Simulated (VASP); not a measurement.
Input for VASP

### INCAR
```
ALGO=Normal
EDIFF=1E-6
EDIFFG=-0.01
ENCUT=400
GGA=PE
IBRION=2
ISIF=3
ISMEAR=0
LASPH=.TRUE.
LCHARG=.FALSE.
LMAXMIX=4
LREAL=.FALSE.
LWAVE=.FALSE.
NELM=100
NSW=60
PREC=Accurate
SIGMA=0.05
SYSTEM=SnS2
```

### POSCAR
```
SnS2
1
    1.8250000000    -3.1609930000     0.0000000000
    1.8250000000     3.1609930000     0.0000000000
    0.0000000000     0.0000000000     5.9000000000
Sn S
1 2
Direct
  0.0000000000   0.0000000000   0.0000000000
  0.3333330000   0.6666670000   0.2500000000
  0.6666670000   0.3333330000   0.7500000000
```

**KPOINTS**
```
kpoints
0
gamma
8 8 4
0 0 0
```

POTCAR, in this order: Sn_d S (PBE.64 set). Program: vasp_std.

Problem. Translate this PBE calculation to Ansatz.

Solution. One equivalent input (not run):
Ansatz 0.2 input:
```yaml
crystal:
  lattice:
    - [1.8250000, -3.1609930, 0.0000000]
    - [1.8250000, 3.1609930, 0.0000000]
    - [0.0000000, 0.0000000, 5.9000000]
  atoms:
    - { symbol: Sn, position: [0.0000000, 0.0000000, 0.0000000] }
    - { symbol: S, position: [0.3333330, 0.6666670, 0.2500000] }
    - { symbol: S, position: [0.6666670, 0.3333330, 0.7500000] }
kpoints:
  mp_grid: { grid: [8, 8, 4] }
hamiltonian:
  xc: pbe
  pseudopotentials: { kind: paw }
scf:
  occupations: { method: gaussian, width: 0.05 }
  max_iter: 100
relax:
  max_steps: 60
  f_tol: 0.01
  cell: {}
output: { forces: true, stress: true, eigenvalues: true }
```
Limits of the translation: each code has its own PAW files, so the cut-off isn't converted (ENCUT is set for VASP's; basis.ecutwfc is left out, and Ansatz then takes the one that its files recommend); Ansatz stops its SCF on the density residual and VASP on the energy change (EDIFF).

The compound is SnS2 in the 1T layered structure. This run relaxes it. Symmetry was kept, so distortions that lower it aren't found.
